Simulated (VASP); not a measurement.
Given:

```
AlAs
1.0
    3.25511     0.00000     0.00000
    0.00000     3.25511     0.00000
    0.00000     0.00000     3.25511
Al As
1 1
Direct
  0.00000   0.00000   0.00000
  0.50000   0.50000   0.50000
```

Method: PBEsol GGA, VASP's PBE PAW potentials (set 64) (plane waves; VASP). Numerical set-up: 500 eV cut-off, 11×11×11 Γ-centred mesh, first-order Methfessel-Paxton smearing of 0.10 eV, potentials Al As.

Question: Estimate the energy per atom (σ→0), band gap (on the k-mesh) with the smallest direct gap where there is one.

Answer: 
```json
{
 "band gap (on the k-mesh)": "none (metal, semimetal or under 0.01 eV)",
 "energy per atom (σ→0)": "-4.512 eV/atom"
}
```

The absolute energy has meaning only against runs of the same code, potentials and settings.

The structure was generated: AlAs was put into the CsCl type type (Pm-3m), which need not be its known phase. It was relaxed first, which changed the volume by +14 %.
